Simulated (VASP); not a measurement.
# Nb3B5 in VASP: further runs, part 2 of 2

VASP 6.6.1. The steps go on from the part before.

## Step 4: Relaxation of cell and atoms, PBE

This run uses another cell than the first one, of 14.52 Å³/atom, 1.114 times its volume.

INCAR reads:

```
SYSTEM = Nb3B5
ALGO = Fast ; EDIFF = 1E-4
EDIFFG = -0.08 ; ENCUT = 520
GGA = PE ; IBRION = 2
ISIF = 3 ; ISMEAR = 0
LASPH = .TRUE. ; LCHARG = .FALSE.
LREAL = .FALSE. ; LWAVE = .FALSE.
NELM = 60 ; NSW = 24
PREC = Normal ; SIGMA = 0.15
```

KPOINTS reads:

```
k-points
0
G
  4 4 4
  0 0 0
```

POSCAR reads:

```
Nb3B5
1.0
   -2.8231132800      2.8231132800      3.6442348200
    2.8231132800     -2.8231132800      3.6442348200
    2.8231132800      2.8231132800     -3.6442348200
Nb B
3 5
Direct
    0.5000000000      0.0000000000      0.5000000000
    0.0000000000      0.5000000000      0.5000000000
    0.5000000000      0.5000000000      0.0000000000
    0.5000000000      0.5000000000      0.5000000000
    0.0000000000      0.0000000000      0.5000000000
    0.5000000000      0.0000000000      0.0000000000
    0.0000000000      0.5000000000      0.0000000000
    0.0000000000      0.0000000000      0.0000000000
```

Potentials or basis: VASP PAW PBE potentials, release 64 (Nb_sv, B).

Started as:

```sh
$ cat potpaw_PBE.64/Nb_sv/POTCAR potpaw_PBE.64/B/POTCAR > POTCAR
$ mpirun -np 1 vasp_std > vasp.out
```

OUTCAR:

```text
SYSTEM = Nb3B5
   EDIFF = 1E-4
   EDIFFG = -0.08
   ENCUT = 520
   GGA = PE
   IBRION = 2
   ISIF = 3
   ISMEAR = 0
   LASPH = .TRUE.
   LREAL = .FALSE.
   NELM = 60
   NSW = 24
   PREC = Normal

 ion  position               nearest neighbor table
   1  0.500  0.000  0.500-   3 2.82   3 2.82
   2  0.000  0.500  0.500-   3 2.82   3 2.82
   3  0.500  0.500  0.000-   1 2.82   2 2.82   1 2.82   2 2.82
   4  0.500  0.500  0.500-
   5  0.000  0.000  0.500-
   6  0.500  0.000  0.000-
   7  0.000  0.500  0.000-
   8  0.000  0.000  0.000-

  LATTYP: Found a body centered tetragonal cell.
 ALAT       =     5.6462265600
 C/A-ratio  =     1.2908567452

  Lattice vectors:

 A1 = (  -2.8231132800,   2.8231132800,   3.6442348200)
 A2 = (   2.8231132800,  -2.8231132800,   3.6442348200)
 A3 = (   2.8231132800,   2.8231132800,  -3.6442348200)

Analysis of symmetry for initial positions (statically):
=====================================================================
 Subroutine PRICEL returns:
 Original cell was already a primitive cell.

 Routine SETGRP: Setting up the symmetry group for a
 body centered tetragonal supercell.

 Subroutine GETGRP returns: Found 16 space group operations
 (whereof 16 operations were pure point group operations)
 out of a pool of 16 trial point group operations.

The static configuration has the point symmetry D_4h.
[... 146 lines left out ...]
 RMM-DIIS sequential band-by-band and
 Gauss-broadening in eV      SIGMA  =   0.15
  energy-cutoff  :      520.00
  volume of cell :      116.18
 maximum number of plane-waves:      3155
   NGX = 21   NGY = 21   NGZ = 21

--------------------------------------- Ionic step        1  -------------------------------------------

 number of electron      54.0000005 magnetization

 Free energy of the ion-electron system (eV)
  ---------------------------------------------------
  ext. energy  EPLUGINS =         0.00000000
  ---------------------------------------------------
  free energy    TOTEN  =       -56.33268336 eV

  energy without entropy =      -56.25980642  energy(sigma->0) =      -56.29624489

 E-fermi :   6.9944     XC(G=0): -11.2029

 val. band max:        6.9585952064   @ k =  -0.2500  -0.2500   0.2500
 cond. band min:       6.9945834748   @ k =  -0.2500   0.5000   0.2500
 fundamental gap:      0.0359882684
 Fermi energy:         6.9943991328

 k-point     1 :       0.0000    0.0000    0.0000
  band No.  band energies     occupation
      1     -48.6007      2.00000
      2     -48.5815      2.00000
      3     -48.0264      2.00000
      4     -24.8562      2.00000
      5     -24.8562      2.00000
      6     -24.6488      2.00000
[... 695 lines left out ...]
--------------------------------------- Ionic step        7  -------------------------------------------

 number of electron      53.9999999 magnetization

 Free energy of the ion-electron system (eV)
  ---------------------------------------------------
  ext. energy  EPLUGINS =         0.00000000
  ---------------------------------------------------
  free energy    TOTEN  =       -60.44331851 eV

  energy without entropy =      -60.39200090  energy(sigma->0) =      -60.41765970

 E-fermi :  10.3311     XC(G=0): -12.5518

 val. band max:       10.2830548149   @ k =  -0.2500   0.5000   0.2500
 cond. band min:      10.3502385028   @ k =   0.5000   0.2500   0.0000
 fundamental gap:      0.0671836879
 Fermi energy:        10.3311026273

 k-point     1 :       0.0000    0.0000    0.0000
  band No.  band energies     occupation
      1     -44.5856      2.00000
      2     -44.4362      2.00000
      3     -44.2143      2.00000
      4     -21.3599      2.00000
      5     -21.3599      2.00000
      6     -20.9490      2.00000
[... 479 lines left out ...]
  FREE ENERGIE OF THE ION-ELECTRON SYSTEM (eV)
  ---------------------------------------------------
  free  energy   TOTEN  =       -60.4433185060 eV

  energy  without entropy=      -60.3920009022  energy(sigma->0) =      -60.41765970

 reached required accuracy - stopping structural energy minimisation
```

OSZICAR:

```text
N       E                     dE             d eps       ncg     rms          rms(c)
DAV:   1     0.523862759397E+03    0.52386E+03   -0.28660E+04   832   0.166E+03
DAV:   2    -0.116806463250E+02   -0.53554E+03   -0.52818E+03  1040   0.607E+02
DAV:   3    -0.575097922309E+02   -0.45829E+02   -0.45203E+02  1472   0.123E+02
[... 117 lines left out ...]
RMM:  11    -0.604426073274E+02   -0.38329E-03   -0.41774E-03   735   0.174E-01    0.159E-02
RMM:  12    -0.604429331695E+02   -0.32584E-03   -0.34286E-03   710   0.146E-01    0.365E-02
RMM:  13    -0.604430934796E+02   -0.16031E-03   -0.17615E-03   638   0.113E-01    0.235E-02
RMM:  14    -0.604432412691E+02   -0.14779E-03   -0.15607E-03   587   0.105E-01    0.216E-02
RMM:  15    -0.604433185060E+02   -0.77237E-04   -0.84481E-04   513   0.836E-02
   7 F= -.60443319E+02 E0= -.60417660E+02  d E =-.181055E+00
```

Wall time 2.3 min (1 thread of Intel Xeon 6975P-C (Granite Rapids), shared host); peak memory 0.2 GiB.

What came out:

- Free energy: -60.4433 eV
- Relaxed volume: 10.84 Å³/atom
- Relaxed cell: a = 4.845 Å, b = 4.845 Å, c = 4.845 Å, α = 112.73°, β = 112.73°, γ = 103.13°
- Space group after relaxing (to 0.05 Å): I4/mmm (No. 139)
- Energy gained by relaxing: 513.8 meV/atom
- Ionic steps: 7
- Pressure after relaxing: 0.5 GPa
- Band gap on the k mesh: none (metal or under the smearing width)

The path:
```
step  energy change (eV)  largest force (eV/Å)  pressure (GPa)  volume (Å³)
   1              0.0000                0.0000          -34.02       116.18
   2             -1.3334                0.0000           62.97        71.64
   3             -3.9264                0.0000           -1.70        87.96
   4             -3.9296                0.0000            0.25        87.31
   5             -3.9887                0.0000            0.31        87.27
   6             -4.0395                0.0000            0.33        87.16
   7             -4.1106                0.0000            0.46        86.75
```

Final structure:
```xyz
8
Lattice="-2.6834 2.6834 3.0118 2.6834 -2.6834 3.0118 2.6834 2.6834 -3.0118" Properties=species:S:1:pos:R:3 pbc="T T T"
Nb    0.0000    2.6834    0.0000
Nb    2.6834    0.0000    0.0000
Nb    0.0000    0.0000    3.0118
B     1.3417    1.3417    1.5059
B     1.3417    1.3417   -1.5059
B    -1.3417    1.3417    1.5059
B     1.3417   -1.3417    1.5059
B     0.0000    0.0000    0.0000
```

Levels at points of the mesh, in eV from the Fermi level:
```csv
k point,band 25,band 26,band 27,band 28,band 29,band 30
"(0.00, 0.00, 0.00)",-1.64,0.89,0.89,0.96,0.99,1.50
"(0.50, 0.00, 0.00)",-1.55,-0.43,-0.20,1.10,1.28,1.82
"(0.50, 0.50, 0.00)",-1.37,-0.96,0.23,0.33,0.57,1.67
"(0.50, 0.50, 0.50)",-2.01,-0.35,-0.32,0.93,1.00,1.00
```

Caveat: the k mesh is coarse (spacing up to 0.39 Å⁻¹), so the values aren't converged; the volume moved by over 15 % at a fixed basis, so the end points are rough; the relaxation stopped at a loose force limit of 0.08 eV/Å, so its end isn't a converged minimum.

## Step 5: Summary

```csv
k mesh,mesh quality,gap on the mesh (eV),pressure (GPa),relaxed volume (Å³/atom),largest force (eV/Å)
4 × 4 × 5,not flagged,none,-0.7,-,0.07
5 × 5 × 4,not flagged,none,0.1,12.97,0.04
4 × 4 × 4,coarse,none,0.5,10.84,-
```

Alike in all rows: task relaxation of cell and atoms; level PBE; potentials or basis VASP PAW PBE potentials, release 64 (Nb_sv, B); no spin polarisation; cell relaxed; cutoff (eV) 520; smearing gaussian 0.15 eV.

Caveats: some runs use coarse meshes; the volume moved by over 15 % at a fixed basis, so the end points are rough; the relaxation stopped at a loose force limit of 0.08 eV/Å, so its end isn't a converged minimum.

Absolute energies hang on the potentials; compare differences alone.
